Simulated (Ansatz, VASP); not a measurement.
**CoO: VASP beside Ansatz**

Aim: how closely do two programs agree when they are given the same cell, functional and k mesh? The cell is taken from a series of runs on this material, whose earlier steps may have relaxed, scaled, displaced or heated it; both programs get it as it stands.

Main program and level: Ansatz 0.2.0; plane waves, with VASP 6.6.1 beside it; elastic constants at PBEsol, DFT+U.

### 1. Set-up

The structure is cubic, space group Fm-3m (No. 225). The conventional cell has a = 4.263 Å, b = 4.263 Å, c = 4.263 Å, α = 90.00°, β = 90.00°, γ = 90.00°. Nearest to Co lie 6 O at 2.13 Å. O has 6 Co at 2.13 Å nearest. Farther neighbours and most contacts between anions are not listed.

### 2. Ansatz: elastic constants, PBEsol, DFT+U

Ansatz runs on its default PAW (the set named soft_2) files.

Elastic constants are differences of stresses under small strains, so they test the stress and the mesh.

File input.yaml:

```yaml
crystal:
  lattice:
    - [0.0, 2.1315, 2.1315]
    - [2.1315, 0.0, 2.1315]
    - [2.1315, 2.1315, 0.0]
  atoms:
    - { symbol: Co, position: [0.0, 0.0, 0.0], spin: 2.85 }
    - { symbol: O, position: [0.5, 0.5, 0.5], spin: 0.26 }
kpoints:
  mp_grid: { grid: [10, 10, 10] }
hamiltonian:
  xc: pbesol
  hubbard: { sites: [{ species: Co, l: d, u_eff: 3.32 }] }
scf:
  occupations: { method: gaussian, width: 0.02 }
output:
  forces: true
  stress: true
  eigenvalues: true
  populations: true
magnetization:
  spin_polarized: true
elastic:
  mode: relaxed_ion
  stencil: two_point
```

On the command line:

```sh
> ansatz run input.yaml --threads 8 --pin off --max-ram 14336MiB --backend cpu --events-out ev --progress --plain --runs-dir out
```

Numbers of over 12 decimals in the logs are rounded to 6 here.

What it wrote:

```text
Co: projections on atomic orbitals take those of the free atom [Ne] 3s2 3p6 3d7 4s2, of charge +0.00 (hamiltonian.pseudopotentials.projection_atoms); the dataset's partial waves leave at most 1.4e-6 of an orbital's norm unspanned inside its sphere
O: projections on atomic orbitals take those of the free atom [He] 2s2 2p4, of charge +0.00 (hamiltonian.pseudopotentials.projection_atoms); the dataset's partial waves leave at most 1.9e-8 of an orbital's norm unspanned inside its sphere
Engine: ansatz 0.2.0, aarch64-unknown-linux-gnu
Pseudopotentials: kind: paw
Pseudopotential: Co, paw, valence charge 17, recommended cutoff 420 eV (normal), Co.paw.azcp
Pseudopotential: O, paw, valence charge 6, recommended cutoff 420 eV (normal), O.paw.azcp
Functional definition: PBEsol
  exchange = pbesol_x
  correlation = pbesol_c
Crystal: 2 atoms, lattice volume = 19.368 Å³
Basis set: ecut = 420 eV, 339 PW (Γ), exchange–correlation on 48×48×48 points (8 copies of the dense FFT grid, shifted against one another)
Bands: 18, of which v1, the nominal top of the filled ones, is band 12 counted from 1 (11 counted from 0)
Symmetry: 48 space group operations
Space group: Fm-3m (ITA 225), of the structure as read, at distance tolerance 2.7e-5 Å
Magnetic group: BNS 225.116 (UNI 1618), of the structure as read, at distance tolerance 2.7e-5 Å
k-points: 47 of 1000
Non-local potential: Co, projectors of the file, l = 0: 3, l = 1: 2, l = 2: 3, l = 3: 1
Non-local potential: O, projectors of the file, l = 0: 2, l = 1: 2, l = 2: 1
PAW form: soft (Blöchl's): semilocal exchange-correlation on the pseudo side does not see the compensation charge
PAW frozen core: Co, regenerated for the run's functional, and the local potential with it (the file was generated under x = pbe(κ = 0.804, μ = 0.219515), c = pbe(β = 0.066725))
PAW frozen core: O, regenerated for the run's functional, and the local potential with it (the file was generated under x = pbe(κ = 0.804, μ = 0.219515), c = pbe(β = 0.066725))
PAW one-centre angular grid: Co, 590 points (default); XC on 64 Gauss nodes
PAW one-centre angular grid: O, 110 points (default); XC on 64 Gauss nodes
Initial density: superposition of atomic densities (chi_scale 0.1, normalization cell, long waves kept (reshape's long-wave potential 0.00 eV rms))
Starting moments: Σ|m| = 3.11 μB on 2 of 2 sites
Initial wavefunctions: pseudopotential atomic-orbital guess
Functional: x = pbesol(κ = 0.804, μ = 0.123457), c = pbesol(β = 0.046)
SCF 1 converged in 15 iterations: F = -5650.681961 eV  dr2 = 3.36e-10
  greatest PAW one-centre occupation: 1.004 electrons in one spin orbital (limit 2), on the Co atom at site 0 (counted from 0), in its partial waves of l = 1
Symmetry: 12 space group operations
k-points: 116 of 1000
Initial density: read from a saved state, or passed on in memory by an earlier SCF of this step, an earlier step, the calling program or the single point that the run made first
Starting moments: Σ|m| = 3.11 μB on 2 of 2 sites; this step starts from the density that it was given
SCF 2 converged in 6 iterations: F = -5651.415629 eV  dr2 = 2.37e-9
SCF 3 converged in 2 iterations: F = -5651.415629 eV  dr2 = 3.16e-10
Symmetry: 4 space group operations
k-points: 282 of 1000
Initial wavefunctions: those read from a saved state, or passed on in memory by an earlier step or the calling program
Stability of the state it starts from, as read at its close in the collinear treatment: not read negative (lowest Ritz value 0.44 of the free energy's curvature over one without interaction, by its minimisation under the symmetry group of the SCF that read it); nothing settles its magnetic order
iter 1 solved again at ethr=7.65e-9 eV; its pass at ethr=3.10e-3 eV (dr2=1.76e-6 eV) is discarded
SCF iter   1: F=—  HF=-5651.415629 eV  |F-HF|=—  |Δ(HF+E_count)|=         —  Δρ=1.21e-6 (↑1.21e-6 ↓1.05e-6)  dr2=2.27e-10  dr2_m=1.32e-10  M=3.000 μB ∫|m|=3.007 μB  β_m=0.30  ethr=7.65e-9  ⟨swp⟩=3.8  Hψ=31548  notcnv=0
preconditioner: auto → none  [insulator: Δε(μ)=1.101 eV  Ē_g=16.248 eV  σ=0.020 eV  W_gap=1.00  n_scr=8 (ndim 8)  ℏωp=32.7 eV  f_vac=0.000  D(μ)=0.00/eV (n_scr^D=0)  ε∞_Penn≈5.0]
SCF iter   2: F=—  HF=-5651.415629 eV  |F-HF|=—  |Δ(HF+E_count)|=   1.04e-9  Δρ=7.55e-7 (↑6.99e-7 ↓7.55e-7)  dr2=2.98e-11  dr2_m=8.06e-11  M=3.000 μB ∫|m|=3.007 μB  β_m=0.48  ethr=9.89e-13 (applied; sched 1.00e-12)  ⟨swp⟩=3.0  Hψ=8012  notcnv=0
SCF iter   3: F=—  HF=-5651.415629 eV  |F-HF|=—  |Δ(HF+E_count)|=  3.18e-11  Δρ=4.45e-7 (↑2.48e-7 ↓4.45e-7)  dr2=2.48e-11  dr2_m=1.39e-11  M=3.000 μB ∫|m|=3.007 μB  β_m=0.53  ethr=1.29e-13 (applied; sched 1.00e-12)  ⟨swp⟩=2.1  Hψ=6632  notcnv=0
[...]
SCF iter  10: F=—  HF=-5651.415851 eV  |F-HF|=—  |Δ(HF+E_count)|=   3.52e-8  Δρ=1.49e-6 (↑3.02e-7 ↓1.49e-6)  dr2=1.53e-10  dr2_m=1.10e-10  M=3.000 μB ∫|m|=3.007 μB  β_m=0.99  ethr=2.73e-12  ⟨swp⟩=3.0  Hψ=21696  notcnv=0  defer=864
SCF iter  11: F=—  HF=-5651.415851 eV  |F-HF|=—  |Δ(HF+E_count)|=  4.53e-10  Δρ=1.74e-7 (↑1.24e-7 ↓1.74e-7)  dr2=1.37e-12  dr2_m=3.57e-12  M=3.000 μB ∫|m|=3.007 μB  β_m=1.00  ethr=6.66e-13 (applied; sched 1.00e-12)  ⟨swp⟩=2.0  Hψ=15741  notcnv=0  defer=864
[...]
SCF iter   8: F=—  HF=-5651.415571 eV  |F-HF|=—  |Δ(HF+E_count)|=  6.09e-11  Δρ=1.64e-7 (↑7.35e-8 ↓1.64e-7)  dr2=1.37e-12  dr2_m=1.29e-12  M=3.000 μB ∫|m|=3.007 μB  β_m=0.93  ethr=8.38e-15 (applied; sched 1.00e-12)  ⟨swp⟩=2.0  Hψ=15756  notcnv=0  defer=893
SCF iter   9: F=—  HF=-5651.415571 eV  |F-HF|=—  |Δ(HF+E_count)|=  5.55e-11  Δρ=1.22e-7 (↑8.75e-9 ↓1.22e-7)  dr2=4.71e-13  dr2_m=7.24e-13  M=3.000 μB ∫|m|=3.007 μB  β_m=0.97  ethr=5.98e-15 (applied; sched 1.00e-12)  ⟨swp⟩=2.4  Hψ=17404  notcnv=0  defer=893
SCF iter  10: F=—  HF=-5651.415571 eV  |F-HF|=—  |Δ(HF+E_count)|=  4.55e-11  Δρ=5.83e-8 (↑2.36e-8 ↓5.83e-8)  dr2=3.45e-13  dr2_m=1.57e-13  M=3.000 μB ∫|m|=3.007 μB  β_m=0.98  ethr=2.05e-15 (applied; sched 1.00e-12)  ⟨swp⟩=3.4  Hψ=21496  notcnv=0  defer=893
SCF iter  11: F=—  HF=-5651.415571 eV  |F-HF|=—  |Δ(HF+E_count)|=  6.37e-12  Δρ=2.49e-8 (↑1.11e-8 ↓2.49e-8)  dr2=4.31e-14  dr2_m=3.38e-14  M=3.000 μB ∫|m|=3.007 μB  β_m=0.99  ethr=1.00e-12  ⟨swp⟩=2.7  Hψ=36532  notcnv=0
SCF iter  12: F=-5651.415571 eV  HF=-5651.415571 eV  |F-HF|=9.09e-13  |Δ(HF+E_count)|=    0.00e0  Δρ=1.35e-8 (↑6.95e-9 ↓1.35e-8)  dr2=2.65e-14  dr2_m=5.71e-15  M=3.000 μB ∫|m|=3.007 μB  ethr=1.00e-12  ⟨swp⟩=3.6  Hψ=26247  notcnv=0
SCF 8 converged in 12 iterations: F = -5651.415571 eV  dr2 = 2.65e-14
SCF converged after 7 iterations
Magnetization: 3.0000 μB (13.0000 up, 10.0000 down)
Absolute magnetization: 3.0058 μB (∫|ρ↑−ρ↓|, with the PAW one-centre terms)
Spin contamination: 0.0035 ħ² per cell (⟨S²⟩ above its minimum at these occupations)
Per-site moments (μB) at R_I (Å): [(2.592546, 0.87924375), (0.240408, 0.87924375)]
Free energy (F): -5651.415629 eV
Harris-Foulkes:  -5651.415629 eV  (|F-HF|=9.09e-13)
Internal energy: -5651.415629 eV  (E = F + TS)
E sigma→0 (E₀):  -5651.415629 eV
Fermi energy:    13.860275 eV
--- Per-component energies (eV) ---
  E_band       = -319.386370
  E_kinetic    = 616.334479
  E_local      = -3433.815787  (includes V_loc(G=0)·N_el)
  E_nonlocal   = 516.312430
  E_hartree    = 1405.715600
  E_xc         = -226.240890
  E_vxc        = -292.229702  (∫ρ·V_xc dr)
  E_hubbard    = 0.542668  (on-site DFT+U / exact-exchange correction)
  E_vhub       = -11.018386  (the Hubbard potential's part of the band-sum identity)
  E_paw        = -1638.425277  (= ΣΔE_a)
  E_vpaw       = -526.403117  (= ΣTr[D̂ρ^β])
  E_aug_tail   = 0.002507  (compensation charges beyond the density's cutoff)
  E_ewald      = -2892.065066
  E_core_change = 0.223707  (= ΣΔE_core)
  E_smearing   = -0.000000  (= −TS)
  E_closure    = 0.000000  (closes the sum)
  Σ components = -5651.415629   (vs F -5651.415629, Δ=0.00e0)
--- Forces (eV/Å), atoms counted from 1 ---
  atom   1  Co    -0.00000000    -0.00000000     0.00000000
  atom   2  O      0.00000000     0.00000000     0.00000000
  max |Σ_I F_I| component: 1.53e-29 eV/Å
--- Stress (GPa, compression-positive) ---
       -0.936653      -0.576168      -0.576168
       -0.576168      -0.936653      -0.576168
       -0.576168      -0.576168      -0.936653
  P = ⅓ Tr σ = -0.9367 GPa (-9.367 kbar)
--- Band table (eV; the first three rows and the last of 232) ---
  k-point 0 ↑: bands = [... 8 lower, 9.1616, 9.1616, 10.8379, 10.8977, 10.8977, 14.5603, 30.1081, 31.2310, ... 2 higher]
  k-point 1 ↑: bands = [... 8 lower, 8.8978, 9.1792, 10.4948, 11.1919, 11.2633, 15.3018, 28.3347, 30.8955, ... 2 higher]
  k-point 2 ↑: bands = [... 8 lower, 8.4227, 9.3355, 10.2785, 11.8842, 11.9729, 16.6823, 26.0133, 29.5998, ... 2 higher]
  k-point 115 ↓: bands = [... 8 lower, 11.7370, 11.7370, 15.5539, 17.3056, 17.3056, 18.9218, 23.8721, 27.3816, ... 2 higher]
Occupation matrices written to <dir>
--- Elastic constants: 2 strain directions × 2 members + reference (group order 12) ---
  dense FFT box of the reference and of every strained cell: 24×24×24
  strains applied: 11, 23; error gains: componentwise 1.00 (the most a stress slope's error grows in a printed constant), spectral 1.73 (1 for all six strains in a standard setting)
  C = ∂σ_k/∂η_j (tension-positive GPa; Voigt order 11 22 33 23 13 12):
       291.251    136.869    136.869     -3.478      3.532      3.532
       136.869    291.251    136.869      3.532     -3.478      3.532
       136.869    136.869    291.251      3.532      3.532     -3.478
        -4.001      2.949      2.949     68.067      1.068      1.068
         2.949     -4.001      2.949      1.068     68.067      1.068
         2.949      2.949     -4.001      1.068      1.068     68.067
  reference stress σ⁰ (GPa):      0.937      0.937      0.937      0.576      0.576      0.576
  C* (energy form; C + prestress term) asymmetry max|C*_kj − C*_jk| = 5.327e-2 GPa — a small one proves nothing (zero by symmetry where the batch's group is 432, −43m or m−3m); a large one is finite-difference/SCF noise where every solve meets its electron count
  moduli (Voigt/Reuss/Hill, GPa): K = 188.33/188.29/188.31   G = 71.72/71.15/71.43   E = 190.25   ν = 0.332
  mechanically stable: yes (min eigenvalue of sym C = 66.45 GPa)
  strain η (Voigt 11):  stress-route row diagonal C_11 = 291.25 GPa, energy-path curvature d²(F+E_count+ΔE)/dδ²/Ω₀ = 298.60 GPa
         δ    σ_11 (GPa)             F (eV)   n_scf  n_hpsi   n_pw
    -2.000e-3       0.3485       -5651.4158253      16  306573    388   relax 0 steps, max|allowed force component| 3.16e-30 eV/Å
     2.000e-3       1.5135       -5651.4154282      12  247326    388   relax 0 steps, max|allowed force component| 3.08e-29 eV/Å
  strain η (Voigt 23):  stress-route row diagonal C_44 = 68.07 GPa, energy-path curvature d²(F+E_count+ΔE)/dδ²/Ω₀ = 75.92 GPa
         δ    σ_23 (GPa)             F (eV)   n_scf  n_hpsi   n_pw
    -2.000e-3       0.4401       -5651.4158509      14  287109    388   relax 0 steps, max|allowed force component| 3.71e-29 eV/Å
     2.000e-3       0.7124       -5651.4155715      12  248724    388   relax 0 steps, max|allowed force component| 7.89e-31 eV/Å
--- Löwdin populations: 2 sites ---
  site symbol       q [e]    m [muB]
     0     Co     15.8210     2.6875
     1      O      7.0454     0.3081
  spilling = 0.005810 (of n_electrons = 23.000000)
```

In the SCF lines HF is the Harris–Foulkes energy and dr2 the Hartree energy of the density residual, in eV; the loop may stop once dr2 is under the threshold and the program's other checks hold. Hψ counts applications of the Hamiltonian.

(Continued in part 2 of 2.)

[Lines on the potential files, build, host, timing and source positions are cut from VASP's logs without a mark.]

[Logs are printed without paths, hosts, clocks, repeated set-up lines and the standing remarks that a program may print on its own settings, such as how far it seeks lower states.]

[Hosts, paths, dates, database ids (printed as entryN), source tags and the programs' standing remarks are cut or masked in the printed files.]
